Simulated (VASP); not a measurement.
An input for Ansatz (written as the equivalent of a VASP run, and not itself run):

Ansatz 0.2 input:
```yaml
crystal:
  lattice:
    - [3.8654076, -2.1504901, -0.0277053]
    - [3.8654076, 2.1504901, -0.0277053]
    - [2.6943416, 0.0000000, 3.5081724]
  atoms:
    - { symbol: Sb, position: [0.2360310, 0.2360310, 0.2360310] }
    - { symbol: Sb, position: [0.7639690, 0.7639690, 0.7639690] }
kpoints:
  mp_grid: { grid: [9, 9, 9] }
hamiltonian:
  xc: lda
  pseudopotentials: { kind: paw }
scf:
  occupations: { method: methfessel_paxton, width: 0.1 }
  max_iter: 100
relax:
  max_steps: 60
  f_tol: 0.01
  cell: {}
output: { forces: true, stress: true, eigenvalues: true }
```

**Question.** Translate this input to VASP (INCAR, KPOINTS, POSCAR, choice of POTCAR).

**Answer.** This is not unique; one that fits is 
**INCAR**
```
ALGO=Normal
EDIFF=1E-6
EDIFFG=-0.01
ENCUT=520
IBRION=2
ISIF=3
ISMEAR=1
LASPH=T
LCHARG=F
LMAXMIX=4
LREAL=F
LWAVE=F
NELM=100
NSW=60
PREC=Accurate
SIGMA=0.1
SYSTEM=Sb
```

### POSCAR
```
Sb
1
    3.8654076397    -2.1504900945    -0.0277053295
    3.8654076397     2.1504900945    -0.0277053295
    2.6943415543     0.0000000000     3.5081723969
Sb
2
Direct
  0.2360310242   0.2360310242   0.2360310242
  0.7639689758   0.7639689758   0.7639689758
```

File KPOINTS:
```
Automatic mesh
0
Gamma
9 9 9
0 0 0
```

POTCAR, in this order: Sb (LDA.64 set). Program: vasp_std.

The two are equivalent in intent, not identical: each code has its own PAW files, so the cut-off isn't converted (ENCUT is set for VASP's; basis.ecutwfc is left out, and Ansatz then takes the one that its files recommend); Ansatz stops its SCF on the density residual and VASP on the energy change (EDIFF); Ansatz's lda is the Perdew-Wang form, while the LDA potentials of VASP carry Perdew-Zunger's.

The compound is Sb in the a7 structure. It was relaxed first. The start is the result of an earlier pass.
